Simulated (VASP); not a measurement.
A VASP calculation is set up with these files.

**POSCAR**
```
SnS2
1
    1.8250000000    -3.1609930000     0.0000000000
    1.8250000000     3.1609930000     0.0000000000
    0.0000000000     0.0000000000     5.9000000000
Sn S
1 2
Direct
  0.0000000000   0.0000000000   0.0000000000
  0.3333330000   0.6666670000   0.2500000000
  0.6666670000   0.3333330000   0.7500000000
```

INCAR:
```
# general
SYSTEM  = SnS2
PREC    = Accurate
ENCUT   = 300
LREAL   = F
LASPH   = T   # aspherical one-centre terms

# electronic loop
EDIFF   = 1E-6
NELM    = 100
ALGO    = Normal
LMAXMIX = 4   # l cut-off of mixed one-centre charges

# smearing
ISMEAR  = -1   # Fermi-Dirac
SIGMA   = 0.02   # width (eV)

# functional
GGA     = PE

# ions
ISIF    = 2

# output
LWAVE   = F
LCHARG  = F
```

### KPOINTS
```
Automatic mesh
0
Gamma
7 7 4
0 0 0
```

POTCAR, in this order: Sn_d S (PBE.64 set). Program: vasp_std.

Q: Write an equivalent input for Ansatz.

A: One equivalent input (not run):
Ansatz 0.2 input:
```yaml
crystal:
  lattice:
    - [1.8250000, -3.1609930, 0.0000000]
    - [1.8250000, 3.1609930, 0.0000000]
    - [0.0000000, 0.0000000, 5.9000000]
  atoms:
    - { symbol: Sn, position: [0.0000000, 0.0000000, 0.0000000] }
    - { symbol: S, position: [0.3333330, 0.6666670, 0.2500000] }
    - { symbol: S, position: [0.6666670, 0.3333330, 0.7500000] }
kpoints:
  mp_grid: { grid: [7, 7, 4] }
hamiltonian:
  xc: pbe
  pseudopotentials: { kind: paw }
scf:
  occupations: { method: fermi_dirac, width: 0.02 }
  max_iter: 100
output: { forces: true, stress: true, eigenvalues: true }
```
Limits of the translation: each code has its own PAW files, so the cut-off isn't converted (ENCUT is set for VASP's; basis.ecutwfc is left out, and Ansatz then takes the one that its files recommend); Ansatz stops its SCF on the density residual and VASP on the energy change (EDIFF).

The structure is a typed SnS2 crystal (P-3m1). The cell was not relaxed at this level.
